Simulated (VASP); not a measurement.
Given:

```
HgPd3
1.0
   -1.98672     1.98672     3.97729
    1.98672    -1.98672     3.97729
    1.98672     1.98672    -3.97729
Hg Pd
1 3
Direct
  0.00000   0.00000   0.00000
  0.75000   0.25000   0.50000
  0.25000   0.75000   0.50000
  0.50000   0.50000   0.00000
```

Calculation: PBEsol GGA, VASP's PBE PAW potentials (set 64) (plane waves; VASP). Numerical set-up: 400 eV cut-off, Gaussian smearing of 0.050 eV, potentials Hg Pd.

Unless said otherwise, spin-orbit coupling is left out, though it shifts the bands of the heavy elements here.

Task: What does the run give for the band gap (along the path) with the smallest direct gap where there is one?

Result: 
```yaml
band gap (along the path): none (metal, semimetal or under 0.01 eV)
```

Only differences to runs with the same potentials and settings are physical.

The structure comes from a computed database's HgPd3 entry (I4/mmm); how it stands against other phases isn't given here. It was relaxed first.
